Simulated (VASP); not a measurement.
Here is the system:

```
CELL_PARAMETERS angstrom
      2.54800     0.00000     0.00000
     -1.27400     2.20664     0.00000
      0.00000     0.00000     6.71121
ATOMIC_POSITIONS crystal
  Cu 0.33333 0.66667 0.04923
  Cu 0.66667 0.33333 0.54923
  F  0.33333 0.66667 0.32577
  F  0.66667 0.33333 0.82577
```

Calculation: PBEsol GGA, VASP's PBE PAW potentials (set 64) (plane waves; VASP). Run with 620 eV cut-off, 10×10×4 Γ-centred mesh, Gaussian smearing of 0.050 eV, potentials Cu F.

Energy and stress use the plane-wave basis of the starting cell.

**Question.** The ions, cell shape and volume at an external pressure of 30.0 GPa are relaxed. Give the cell that the relaxation ends in.

**Answer.** 
```
CELL_PARAMETERS angstrom
      2.49324     0.00000     0.00000
     -1.24662     2.15921     0.00000
      0.00000     0.00000     6.67924
ATOMIC_POSITIONS crystal
  Cu 0.33333 0.66667 0.04990
  Cu 0.66667 0.33333 0.54990
  F  0.33333 0.66667 0.32510
  F  0.66667 0.33333 0.82510
```
Space group P6_3mc (186), at a tolerance of 0.03 Å.

**Question.** How do energy and volume change from the first to the last step?

**Answer.** The energy (σ→0) changes by +68.7 meV/atom and the volume by -4.7 %, in 6 ionic steps.

```tsv
step	E(σ→0) (eV)	max force (eV/Å)	pressure (GPa)	volume (Å³)
1	-15.6588	0.001	20.08	37.73
2	-15.0728	0.068	42.16	34.63
3	-15.4179	0.030	29.90	36.18
4	-15.3816	0.164	30.06	35.95
5	-15.3876	0.138	30.09	35.98
6	-15.3839	0.017	29.87	35.96
```

The structure was generated: CuF was put into the wurtzite type (P6_3mc), which need not be its known phase. This run relaxes it under an external pressure of 30 GPa. Symmetry was kept, so distortions that lower it aren't found.
